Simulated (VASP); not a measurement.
Computed with optB88-vdW, VASP's PBE PAW potentials (set 64) (plane waves; VASP 6.6.1).

A VASP calculation is set up with these files.

### POSCAR
```
MgH2
1.0
  4.4398576911   0.0000000000   0.0000000000
  0.0000000000   4.4398576911   0.0000000000
  0.0000000000   0.0000000000   2.9657328459
Mg H
2 4
Cartesian
  0.0000000000   0.0000000000   0.0000000000
  2.2199288456   2.2199288456   1.4828664229
  1.3510681682   1.3510681682   0.0000000000
  3.5709970137   0.8688606774   1.4828664229
  0.8688606774   3.5709970137   1.4828664229
  3.0887895229   3.0887895229   0.0000000000
```

KPOINTS:
```
K-points
0
gamma
  5 5 7
0 0 0
```

INCAR:
```
SYSTEM = MgH2
PREC = Accurate
ENCUT = 520
EDIFF = 1E-7
NELM = 100
ALGO = Normal
LREAL = .FALSE.
LASPH = .TRUE.
ISMEAR = 0
SIGMA = 0.05
GGA = BO
PARAM1 = 0.1833333333
PARAM2 = 0.22
LUSE_VDW = .TRUE.
AGGAC = 0.0
LWAVE = .FALSE.
LCHARG = .FALSE.
ISIF = 4
IBRION = 2
NSW = 30
EDIFFG = -0.01
```

POTCAR, in this order: Mg H (PBE.64 set). Program: vasp_std.

The resulting files:

OUTCAR:
```
 ion  position               nearest neighbor table
   1  0.000  0.000  0.000-   3 1.91   6 1.91   5 1.93   4 1.93   4 1.93   5 1.93   2 3.47   2 3.47
                             2 3.47   2 3.47   2 3.47   2 3.47   2 3.47   2 3.47
   2  0.500  0.500  0.500-   4 1.91   5 1.91   3 1.93   6 1.93   3 1.93   6 1.93   1 3.47   1 3.47
                             1 3.47   1 3.47   1 3.47   1 3.47   1 3.47   1 3.47
   3  0.304  0.304  0.000-   1 1.91   2 1.93   2 1.93
   4  0.804  0.196  0.500-   2 1.91   1 1.93   1 1.93
   5  0.196  0.804  0.500-   2 1.91   1 1.93   1 1.93
   6  0.696  0.696  0.000-   1 1.91   2 1.93   2 1.93
  LATTYP: Found a simple tetragonal cell.
 ALAT       =     4.4398576911
 C/A-ratio  =     0.6679792579
 Subroutine PRICEL returns:
 Original cell was already a primitive cell.
 Subroutine GETGRP returns: Found 16 space group operations
The static configuration has the point symmetry D_2h.
 The point group associated with its full space group is D_4h.
The dynamic configuration has the point symmetry D_2h.
 Subroutine INISYM returns: Found 16 space group operations
 Subroutine IBZKPT returns following result:
 Found     24 irreducible k-points:

 Following reciprocal coordinates:
            Coordinates               Weight
  0.000000  0.000000  0.000000      1.000000
  0.200000  0.000000  0.000000      4.000000
  0.400000  0.000000  0.000000      4.000000
  0.200000  0.200000  0.000000      4.000000
  0.400000  0.200000  0.000000      8.000000
  0.400000  0.400000  0.000000      4.000000
  0.000000  0.000000  0.142857      2.000000
  0.200000  0.000000  0.142857      8.000000
  0.400000  0.000000  0.142857      8.000000
  0.200000  0.200000  0.142857      8.000000
  0.400000  0.200000  0.142857     16.000000
  0.400000  0.400000  0.142857      8.000000
  0.000000  0.000000  0.285714      2.000000
  0.200000  0.000000  0.285714      8.000000
  0.400000  0.000000  0.285714      8.000000
  0.200000  0.200000  0.285714      8.000000
...
```

### OSZICAR
```
       N       E                     dE             d eps       ncg     rms          rms(c)
DAV:   1     0.667385798876E+01    0.66739E+01   -0.32945E+03   392   0.763E+02
DAV:   2    -0.160280826209E+02   -0.22702E+02   -0.21507E+02   496   0.872E+01
DAV:   3    -0.168092458487E+02   -0.78116E+00   -0.78116E+00   512   0.233E+01
DAV:   4    -0.168106603628E+02   -0.14145E-02   -0.14145E-02   584   0.104E+00
DAV:   5    -0.168106657125E+02   -0.53497E-05   -0.53496E-05   536   0.448E-02    0.729E+00
DAV:   6    -0.156921699784E+02    0.11185E+01   -0.97490E-01   384   0.614E+00    0.369E+00
DAV:   7    -0.153153898832E+02    0.37678E+00   -0.12584E+00   408   0.740E+00    0.541E-01
DAV:   8    -0.153262491183E+02   -0.10859E-01   -0.22535E-02   432   0.126E+00    0.115E-01
DAV:   9    -0.153260289581E+02    0.22016E-03   -0.11412E-03   592   0.265E-01    0.175E-02
DAV:  10    -0.153260476040E+02   -0.18646E-04   -0.37511E-05   448   0.615E-02    0.109E-02
DAV:  11    -0.153260477467E+02   -0.14269E-06   -0.61831E-06   464   0.153E-02    0.103E-03
DAV:  12    -0.153260478397E+02   -0.93059E-07   -0.19273E-07   464   0.401E-03
   1 F= -.15326048E+02 E0= -.15326048E+02  d E =-.153260E+02
       N       E                     dE             d eps       ncg     rms          rms(c)
DAV:   1    -0.153262579013E+02   -0.21015E-03   -0.33001E-03   448   0.474E-01    0.227E-02
DAV:   2    -0.153262532469E+02    0.46544E-05   -0.22507E-05   456   0.434E-02    0.135E-02
DAV:   3    -0.153262505561E+02    0.26907E-05   -0.97155E-06   496   0.194E-02    0.114E-03
DAV:   4    -0.153262506304E+02   -0.74255E-07   -0.16417E-07   424   0.353E-03
   2 F= -.15326251E+02 E0= -.15326251E+02  d E =-.202791E-03
       N       E                     dE             d eps       ncg     rms          rms(c)
DAV:   1    -0.153264165460E+02   -0.16599E-03   -0.10634E-02   448   0.851E-01    0.406E-02
DAV:   2    -0.153264018283E+02    0.14718E-04   -0.72359E-05   432   0.778E-02    0.242E-02
DAV:   3    -0.153263934025E+02    0.84259E-05   -0.31031E-05   496   0.347E-02    0.203E-03
DAV:   4    -0.153263936221E+02   -0.21961E-06   -0.51995E-07   416   0.630E-03    0.958E-04
DAV:   5    -0.153263936961E+02   -0.74021E-07   -0.61576E-08   272   0.217E-03
   3 F= -.15326394E+02 E0= -.15326394E+02  d E =-.345856E-03
```

File OUTCAR:
```
------------------------ aborting loop because EDIFF is reached ----------------------------------------
  FORCE on cell =-STRESS in cart. coord.  units (eV):
  Direction    XX          YY          ZZ          XY          YZ          ZX
  --------------------------------------------------------------------------------------
  Total        0.5986736      0.5986736      0.6112748      0.0000000      0.0000000      0.0000000
  in kB       16.4070530     16.4070530     16.7523959      0.0000000      0.0000000      0.0000000
  external PRESSURE =      16.5221673 kB  Pullay stress =       0.0000000 kB
  volume of cell :       58.46
      direct lattice vectors                 reciprocal lattice vectors
     4.434147501 -0.000000000  0.000000000     0.225522493  0.000000000  0.000000000
    -0.000000000  4.434147501  0.000000000     0.000000000  0.225522493  0.000000000
     0.000000000  0.000000000  2.973376165     0.000000000  0.000000000  0.336318025
 POSITION                                       TOTAL-FORCE (eV/Angst)
 -----------------------------------------------------------------------------------
      0.00000     -0.00000      0.00000         0.000000     -0.000000      0.000000
      2.21707      2.21707      1.48669         0.000000     -0.000000      0.000000
      1.34729      1.34729      0.00000         0.001829      0.001829      0.000000
      3.56436      0.86979      1.48669         0.001829     -0.001829      0.000000
      0.86979      3.56436      1.48669        -0.001829      0.001829      0.000000
      3.08686      3.08686      0.00000        -0.001829     -0.001829     -0.000000
 -----------------------------------------------------------------------------------
    total drift:                                0.000000      0.000000      0.000000
  FREE ENERGIE OF THE ION-ELECTRON SYSTEM (eV)
  ---------------------------------------------------
  free  energy   TOTEN  =       -15.3263936961 eV

  energy  without entropy=      -15.3263936961  energy(sigma->0) =      -15.32639370

 reached required accuracy - stopping structural energy minimisation
```
(Selected blocks of OUTCAR.)

File CONTCAR:
```
MgH2
   1.00000000000000
     4.4341475009495772   -0.0000000000000000    0.0000000000000000
    -0.0000000000000000    4.4341475009495772    0.0000000000000000
     0.0000000000000000    0.0000000000000000    2.9733761652358788
  Mg              H
     2     4
Direct
     0.0000000000000000    0.0000000000000000    0.0000000000000000
     0.5000000000000000    0.5000000000000000    0.5000000000000000
     0.3038438499968552    0.3038438499968552    0.0000000000000000
     0.8038438499968552    0.1961561500031448    0.5000000000000000
     0.1961561500031448    0.8038438499968552    0.5000000000000000
     0.6961561500031448    0.6961561500031448    0.0000000000000000
```

OUTCAR:
```
 val. band max:       -0.6147207852   @ k =   0.2000   0.0000   0.0000

 cond. band min:       3.6296131888   @ k =   0.4000   0.4000   0.4286


 Fermi energy:        -0.3967914436

 k-point     1 :       0.0000    0.0000    0.0000
  band No.  band energies     occupation
      1      -7.1174      2.00000
      2      -2.0474      2.00000
      3      -2.0474      2.00000
      4      -0.9585      2.00000
      5       4.3893      0.00000
      6       4.8047      0.00000
      7       9.0623      0.00000
      8       9.0623      0.00000

 k-point     2 :       0.2000    0.0000    0.0000
  band No.  band energies     occupation
      1      -6.8451      2.00000
      2      -3.1853      2.00000
      3      -1.8701      2.00000
      4      -0.6147      2.00000
      5       4.4965      0.00000
      6       5.6449      0.00000
      7       7.4833      0.00000
      8       9.6905      0.00000

 k-point     3 :       0.4000    0.0000    0.0000
  band No.  band energies     occupation
      1      -6.0427      2.00000
      2      -4.7673      2.00000
      3      -1.3920      2.00000
      4      -0.8233      2.00000
      5       4.7142      0.00000
      6       5.7622      0.00000
      7       8.3167      0.00000
      8      10.9410      0.00000

 k-point     4 :       0.2000    0.2000    0.0000
  band No.  band energies     occupation
      1      -6.5764      2.00000
      2      -3.2484      2.00000
      3      -2.5966      2.00000
      4      -0.6651      2.00000
      5       5.1736      0.00000
      6       5.8575      0.00000
      7       7.8812      0.00000
      8       9.6496      0.00000

 k-point     5 :       0.4000    0.2000    0.0000
  band No.  band energies     occupation
      1      -5.7875      2.00000
      2      -4.5498      2.00000
      3      -2.2140      2.00000
      4      -1.3679      2.00000
      5       5.7015      0.00000
      6       6.6194      0.00000
      7       8.6271      0.00000
...
```

The compound is MgH2 in the rutile structure. This cell is one point of a volume scan, at 0.97 of the reference volume. Symmetry was kept, so distortions that lower it aren't found.
